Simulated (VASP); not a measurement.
Given:

```yaml
crystal:
  lattice:
    - [0.00000, 2.80260, 2.80260]
    - [2.80260, 0.00000, 2.80260]
    - [2.80260, 2.80260, 0.00000]
  atoms:
    - { symbol: Mg, position: [0.00000, 0.00000, 0.00000] }
    - { symbol: Se, position: [0.50000, 0.50000, 0.50000] }
```

Calculation: vdW-DF2, VASP's PBE PAW potentials (set 64) (plane waves; VASP 6.6.1). Settings: 520 eV cut-off, Gaussian smearing of 0.050 eV, potentials Mg Se.

### Question
Give the energies of bands 2 to 7 at the high-symmetry points, in eV from the valence-band maximum.

### Answer

```json
[
 {"band": "2", "Γ": "0.00", "X": "-3.66", "U": "-3.22", "L": "-4.39", "W": "-2.82"},
 {"band": "3", "Γ": "0.00", "X": "-1.53", "U": "-2.92", "L": "-0.47", "W": "-2.82"},
 {"band": "4", "Γ": "0.00", "X": "-1.53", "U": "-1.21", "L": "-0.47", "W": "-2.27"},
 {"band": "5", "Γ": "2.16", "X": "1.63", "U": "2.97", "L": "4.08", "W": "4.13"},
 {"band": "6", "Γ": "7.72", "X": "4.64", "U": "6.49", "L": "6.13", "W": "6.80"},
 {"band": "7", "Γ": "7.72", "X": "11.27", "U": "8.62", "L": "6.13", "W": "7.80"}
]
```

The gap is indirect, 1.63 eV, from the valence maximum at Γ to the conduction minimum at X.

The compound is MgSe in the rock salt structure. It was relaxed first, which changed the volume by +8 %.
